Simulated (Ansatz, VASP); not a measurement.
# SrTiO3 (Tausonite): VASP beside Ansatz, part 2 of 2

Aim: how closely do two programs agree when they are given the same cell, functional and k mesh? The cell is taken from a series of runs on this material, whose earlier steps may have relaxed, scaled, displaced or heated it; both programs get it as it stands.

VASP 6.6.1 and Ansatz 0.2.0.

So far: Set-up; Ansatz: single point, PBEsol, spin-orbit coupling.

### Step 3. VASP: single point, PBEsol, spin-orbit coupling

Level of this step: PBEsol, spin-orbit coupling, no spin polarisation; plane waves and PAW (Sr_sv, Ti_sv, O) (VASP).

The same cell, functional and mesh now go to VASP, with its own data sets.

Lines of VASP's logs that name or quote its potential files are left out, and so is its time.

The input, INCAR:

```
SYSTEM = SrTiO3
PREC = Accurate
ENCUT = 520
EDIFF = 1E-06
NELM = 200
ISMEAR = 0
SIGMA = 0.01
LREAL = .FALSE.
ALGO = Normal
GGA = PS
LNONCOLLINEAR = .TRUE.
MAGMOM = 0 0 0 0 0 0 0 0 0 0 0 0 0 0 0
NBANDS = 52
GGA_COMPAT = .FALSE.
LASPH = .TRUE.
LSORBIT = .TRUE.
LMAXMIX = 4
LORBIT = 11
LWAVE = .FALSE.
LCHARG = .FALSE.
ISIF = 2
EFERMI = MIDGAP
KPAR = 2
```

The input, POSCAR:

```
SrTiO3
1.0
    3.9052800000      0.0000000000      0.0000000000
    0.0000000000      3.9052800000      0.0000000000
    0.0000000000      0.0000000000      3.9052800000
Sr Ti O
1 1 3
Direct
    0.5000000000      0.5000000000      0.5000000000
    0.0000000000      0.0000000000      0.0000000000
    0.5000000000      0.0000000000      0.0000000000
    0.0000000000      0.5000000000      0.0000000000
    0.0000000000      0.0000000000      0.5000000000
```

The input, KPOINTS:

```
Automatic mesh
0
Gamma
6 6 6
0 0 0
```

Potentials, in the order of the species: Sr_sv, Ti_sv and O (PBE family, release 64).

Launch:

```sh
> mpirun -np 2 vasp_ncl
```

Numbers of over 12 decimals in the logs are rounded to 6 here.

The log of the run:

```text
[banner, memory and clock lines left out]
running    2 mpi-ranks, on    1 nodes
 distrk:  each k-point on    1 cores,    2 groups
 distr:  one band on    1 cores,    1 groups

 POSCAR found type information on POSCAR SrTiO
 POSCAR found :  3 types and       5 ions
|                                                                             |
|               ----> ADVICE to this user running VASP <----                  |
|                                                                             |
|     You enforced a specific xc type in the INCAR file but a different       |
|     [... a line on the potential file left out ...]
|     I HOPE YOU KNOW WHAT YOU ARE DOING!                                     |
|                                                                             |

 LDA part: xc-table for (Slater+PW92), standard interpolation
 POSCAR, INCAR and KPOINTS ok, starting setup
 FFT: planning ... GRIDC
 FFT: planning ... GRID_SOFT
 FFT: planning ... GRID
 WAVECAR not read
 entering main loop
       N       E                     dE             d eps       ncg     rms          rms(c)
DAV:   1     0.480020927339E+03    0.48002E+03   -0.19828E+04  2080   0.168E+03
DAV:   2     0.211157241937E+02   -0.45891E+03   -0.43085E+03  2228   0.487E+02
DAV:   3    -0.478007818282E+02   -0.68917E+02   -0.67607E+02  2768   0.180E+02
DAV:   4    -0.515682949980E+02   -0.37675E+01   -0.37561E+01  3024   0.408E+01
DAV:   5    -0.517462398368E+02   -0.17794E+00   -0.17776E+00  2948   0.718E+00    0.311E+01
DAV:   6    -0.420310361970E+02    0.97152E+01   -0.48614E+01  3036   0.683E+01    0.191E+01
DAV:   7    -0.421972630891E+02   -0.16623E+00   -0.80530E+00  2808   0.224E+01    0.133E+01
DAV:   8    -0.421998505677E+02   -0.25875E-02   -0.16073E+00  2724   0.150E+01    0.398E+00
DAV:   9    -0.421126899439E+02    0.87161E-01   -0.34526E-01  2852   0.717E+00    0.102E+00
DAV:  10    -0.421080375272E+02    0.46524E-02   -0.61055E-02  2800   0.193E+00    0.695E-01
DAV:  11    -0.421075052960E+02    0.53223E-03   -0.11420E-02  3112   0.143E+00    0.192E-01
DAV:  12    -0.421072912451E+02    0.21405E-03   -0.20362E-03  2560   0.338E-01    0.933E-02
DAV:  13    -0.421072556536E+02    0.35592E-04   -0.54661E-04  2716   0.348E-01    0.664E-02
DAV:  14    -0.421072471933E+02    0.84602E-05   -0.21736E-04  3012   0.173E-01    0.243E-02
DAV:  15    -0.421072447286E+02    0.24647E-05   -0.13335E-05  2848   0.338E-02    0.154E-02
DAV:  16    -0.421072436860E+02    0.10427E-05   -0.73081E-06  2780   0.228E-02    0.555E-03
DAV:  17    -0.421072442089E+02   -0.52291E-06   -0.11940E-06  1684   0.940E-03
   1 F= -.42107244E+02 E0= -.42107244E+02  d E =0.000000E+00  mag=    -0.0000    -0.0000    -0.0000
```

Parts of OUTCAR (step 3):

```text
ion  position               nearest neighbor table
   1  0.500  0.500  0.500-   3 2.76   4 2.76   5 2.76   3 2.76   4 2.76   3 2.76   5 2.76   3 2.76
                             4 2.76   5 2.76   4 2.76   5 2.76   2 3.38   2 3.38   2 3.38   2 3.38
   2  0.000  0.000  0.000-   3 1.95   4 1.95   5 1.95   5 1.95   4 1.95   3 1.95   1 3.38   1 3.38
                             1 3.38   1 3.38   1 3.38   1 3.38   1 3.38   1 3.38
   3  0.500  0.000  0.000-   2 1.95   2 1.95   1 2.76   1 2.76   1 2.76   1 2.76
   4  0.000  0.500  0.000-   2 1.95   2 1.95   1 2.76   1 2.76   1 2.76   1 2.76
   5  0.000  0.000  0.500-   2 1.95   2 1.95   1 2.76   1 2.76   1 2.76   1 2.76

  LATTYP: Found a simple cubic cell.
 ALAT       =     3.9052800000

 Subroutine GETGRP returns: Found 48 space group operations
 (whereof 48 operations were pure point group operations)

The static configuration has the point symmetry O_h .

 Found     20 irreducible k-points:

   k-points           NKPTS =     20   k-points in BZ     NKDIM =     20   number of bands    NBANDS=     52

   dimension x,y,z NGX =    30 NGY =   30 NGZ =   30
   dimension x,y,z NGXF=    60 NGYF=   60 NGZF=   60

   ENCUT  =  520.0 eV  38.22 Ry    6.18 a.u.   7.26  7.26  7.26*2*pi/ulx,y,z

   NELECT =      40.0000    total number of electrons

 k-points in reciprocal lattice and weights: Automatic mesh
   0.00000000  0.00000000  0.00000000       0.005
   0.16666667  0.00000000  0.00000000       0.028
   0.33333333  0.00000000  0.00000000       0.028
   0.50000000  0.00000000  0.00000000       0.014
   0.16666667  0.16666667  0.00000000       0.056
   0.33333333  0.16666667  0.00000000       0.111
   0.50000000  0.16666667  0.00000000       0.056
   0.33333333  0.33333333  0.00000000       0.056
   0.50000000  0.33333333  0.00000000       0.056
[...]
0.50000000  0.50000000  0.33333333       0.028
   0.50000000  0.50000000  0.50000000       0.005

 average (electrostatic) potential at core
       1 -34.3196       2 -76.2720       3 -69.5106       4 -69.5106       5 -69.5106

 E-fermi :   4.9222

 k-point     1 :       0.0000    0.0000    0.0000
  band No.  band energies     occupation
    ...
     36       3.6218      1.00000
     37       3.6864      1.00000
     38       3.6864      1.00000
     39       3.6864      1.00000
     40       3.6864      1.00000
     41       5.8142      0.00000
     42       5.8142      0.00000
     43       5.8142      0.00000
     44       5.8142      0.00000
     45       5.8419      0.00000
    ...

 k-point     2 :       0.1667    0.0000    0.0000
  band No.  band energies     occupation
    ...
     36       2.8963      1.00000
     37       3.4930      1.00000
     38       3.4930      1.00000
     39       3.5343      1.00000
     40       3.5343      1.00000
     41       5.8658      0.00000
     42       5.8658      0.00000
     43       6.4046      0.00000
     44       6.4046      0.00000
     45       6.4248      0.00000
    ...

 k-point     3 :       0.3333    0.0000    0.0000
  band No.  band energies     occupation
    ...
     36       2.1782      1.00000
     37       3.3268      1.00000
     38       3.3268      1.00000
     39       3.3650      1.00000
     40       3.3650      1.00000
     41       5.9546      0.00000
     42       5.9546      0.00000
     43       7.3562      0.00000
     44       7.3562      0.00000
     45       7.3796      0.00000
    ...

  Total       -0.4867080     -0.4867080     -0.4867080     -0.0000000     -0.0000000      0.0000000
  in kB      -13.0924995    -13.0924995    -13.0924995     -0.0000000     -0.0000000      0.0000000
  external PRESSURE =     -13.0924995 kB  Pullay stress =       0.0000000 kB

  energy-cutoff  :      520.00
  volume of cell :       59.56
      direct lattice vectors                 reciprocal lattice vectors
     3.905280000  0.000000000  0.000000000     0.256063586  0.000000000  0.000000000
     0.000000000  3.905280000  0.000000000     0.000000000  0.256063586  0.000000000
     0.000000000  0.000000000  3.905280000     0.000000000  0.000000000  0.256063586

 POSITION                                       TOTAL-FORCE (eV/Angst)
 -----------------------------------------------------------------------------------
      1.95264      1.95264      1.95264         0.000000      0.000000      0.000000
      0.00000      0.00000      0.00000         0.000000      0.000000      0.000000
      1.95264      0.00000      0.00000         0.000000      0.000000      0.000000
      0.00000      1.95264      0.00000         0.000000      0.000000      0.000000
      0.00000      0.00000      1.95264         0.000000      0.000000      0.000000
 -----------------------------------------------------------------------------------
    total drift:                                0.000000     -0.000000     -0.000000

  FREE ENERGIE OF THE ION-ELECTRON SYSTEM (eV)
  ---------------------------------------------------
  free  energy   TOTEN  =       -42.1072442089 eV

  energy  without entropy=      -42.1072442089  energy(sigma->0) =      -42.10724421

 Spin-Orbit-Coupling matrix elements
 Ion:    1  E_soc:     -0.1759266
 Ion:    2  E_soc:     -0.0099686
 Ion:    3  E_soc:     -0.0002254
 Ion:    4  E_soc:     -0.0002254
 Ion:    5  E_soc:     -0.0002254

 total charge
# of ion       s       p       d       tot
------------------------------------------
    1        1.997   5.781   0.205   7.983
    2        2.234   6.326   1.773  10.333
    3        1.559   3.472   0.000   5.031
    4        1.559   3.472   0.000   5.031
    5        1.559   3.472   0.000   5.031
--------------------------------------------------
tot          8.909  22.522   1.978  33.408

 magnetization (x)
# of ion       s       p       d       tot
------------------------------------------
    1       -0.000  -0.000   0.000  -0.000
    2       -0.000  -0.000   0.000  -0.000
    3        0.000   0.000   0.000   0.000
    4       -0.000   0.000   0.000  -0.000
    5       -0.000   0.000   0.000  -0.000
--------------------------------------------------
tot         -0.000   0.000   0.000  -0.000

 magnetization (y)
# of ion       s       p       d       tot
------------------------------------------
    1        0.000   0.000  -0.000   0.000
    2       -0.000  -0.000  -0.000  -0.000
    3        0.000   0.000   0.000   0.000
    4        0.000   0.000   0.000   0.000
    5        0.000   0.000   0.000   0.000
--------------------------------------------------
tot          0.000   0.000  -0.000   0.000

 magnetization (z)
# of ion       s       p       d       tot
------------------------------------------
    1        0.000   0.000   0.000   0.000
    2       -0.000  -0.000   0.000  -0.000
    3        0.000   0.000   0.000   0.000
    4       -0.000   0.000   0.000  -0.000
    5       -0.000  -0.000   0.000  -0.000
--------------------------------------------------
tot          0.000  -0.000   0.000   0.000

[... 3 further parts left out ...]
```

This run has no spin polarisation, so a moment on Ti, if there is one, isn't seen.

### Step 4. Differences

Known differences besides the potentials themselves: spin-orbit coupling enters by fully relativistic files in Ansatz and inside the spheres in VASP; fixed occupations in Ansatz, narrow Gaussian smearing in VASP; the cutoff is 420 eV in Ansatz and 520 eV in VASP; Ansatz makes its cores anew for this functional, VASP keeps those of its PBE data sets. Total energies have different zeros and are not compared.

The two programs side by side:

| quantity | Ansatz | VASP | difference |
| --- | --- | --- | --- |
| gap on the k mesh (eV) | 1.821 | 1.784 | +0.037 |

A gap on the mesh is an upper bound, since the band edges may lie between its points.

### Step 5. Outcome

```yaml
difference_in_gap_on_the_k_mesh_single_point_pbesol_spin_orbit_coupling: 0.037 eV
```

The difference in gap on the k mesh is 0.037 eV (single point, PBEsol, spin-orbit coupling), within the 0.08 eV picked in this series as the mark of a large difference. How closely two codes agree says nothing of how well the functional describes the real material.

[Lines on the potential files, build, host, timing and source positions are cut from VASP's logs without a mark.]

[Logs are printed without paths, hosts, clocks, repeated set-up lines and the standing remarks that a program may print on its own settings, such as how far it seeks lower states.]

[Hosts, paths, dates, database ids (printed as entryN), source tags and the programs' standing remarks are cut or masked in the printed files.]
